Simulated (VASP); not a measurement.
**ReS₂ (relaxed from the 3R-MoS2 structure, space group R3m): computed properties**

Calculation: PBEsol GGA, VASP's PBE PAW potentials (set 64) (plane waves; VASP).

```json
{
 "space_group": "R3m (160)",
 "cell": "a = b = 3.055 Å, c = 19.051 Å, α = β = 90.00°, γ = 120.00°",
 "volume_per_atom": "17.11 Å³/atom",
 "band gap (over mesh and band path)": "none (metal, semimetal or under 0.01 eV)",
 "density": "8.10 g/cm³"
}
```

```yaml
crystal:
  lattice:
    - [1.52767, 0.88200, 6.35032]
    - [-1.52767, 0.88200, 6.35032]
    - [0.00000, -1.76400, 6.35032]
  atoms:
    - { symbol: Re, position: [0.00011, 0.00011, 0.00011] }
    - { symbol: S, position: [0.75206, 0.75206, 0.75206] }
    - { symbol: S, position: [0.58113, 0.58113, 0.58113] }
```

Without a dispersion term in the relaxation, distances and binding between the weakly bound layers, chains or molecules are unreliable, and so is what depends on them. Unless said otherwise, spin-orbit coupling is left out, though it shifts the bands of the heavy elements here.

The structure was generated: ReS2 was put into the 3R-MoS2 type (R3m), which need not be its known phase. It was relaxed first, which changed the volume by -5 %. Symmetry was kept, so distortions that lower it aren't found. The electron count is odd and the run is not spin-polarised, which forces a metal.
